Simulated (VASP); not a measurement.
Method: PBE GGA, VASP's PBE PAW potentials (set 64) (plane waves; VASP).

VASP input:

### INCAR
```
SYSTEM = Al2Pt
PREC = Accurate
ENCUT = 300
EDIFF = 1E-6
NELM = 100
ALGO = Normal
LREAL = .FALSE.
LASPH = .TRUE.
ISMEAR = 0
SIGMA = 0.136
GGA = PE
LMAXMIX = 6
LWAVE = .FALSE.
LCHARG = .FALSE.
ISIF = 2
```

### KPOINTS
```
Automatic mesh
0
Gamma
  7 7 7
```

### POSCAR
```
Al2Pt
1
    0.0000000000     2.9848550000     2.9848550000
    2.9848550000     0.0000000000     2.9848550000
    2.9848550000     2.9848550000     0.0000000000
Al Pt
2 1
Direct
  0.2500000000   0.2500000000   0.2500000000
  0.7500000000   0.7500000000   0.7500000000
  0.0000000000   0.0000000000   0.0000000000
```

POTCAR, in this order: Al Pt (PBE.64 set). Program: vasp_std.

At this cut-off the stress carries a Pulay error, which pulls relaxed volumes low. Unless said otherwise, spin-orbit coupling is left out, though it shifts the bands of the heavy elements here.

**Question.** What does the run give for the energy per atom (σ→0), pressure, band gap (on the k-mesh)?

**Answer.** 
energy per atom (σ→0): -5.414 eV/atom
band gap (on the k-mesh): none (metal, semimetal or under 0.01 eV)
pressure: -1.81 GPa

### OSZICAR
```
...
DAV:   7    -0.162789191786E+02    0.79392E-01   -0.21551E-01   524   0.458E+00    0.163E+00
DAV:   8    -0.162499570858E+02    0.28962E-01   -0.33584E-02   540   0.180E+00    0.256E-01
DAV:   9    -0.162499710139E+02   -0.13928E-04   -0.19099E-03   564   0.426E-01    0.168E-01
DAV:  10    -0.162501501537E+02   -0.17914E-03   -0.33804E-04   524   0.149E-01    0.180E-02
DAV:  11    -0.162501478388E+02    0.23148E-05   -0.18102E-05   584   0.436E-02    0.850E-03
DAV:  12    -0.162501502341E+02   -0.23953E-05   -0.65633E-06   516   0.189E-02    0.234E-03
DAV:  13    -0.162501501693E+02    0.64803E-07   -0.51014E-07   372   0.736E-03
   1 F= -.16250150E+02 E0= -.16241393E+02  d E =-.175146E-01
```

The structure comes from a computed database's Al2Pt entry; how it stands against other phases isn't given here. The cell was not relaxed at this level.
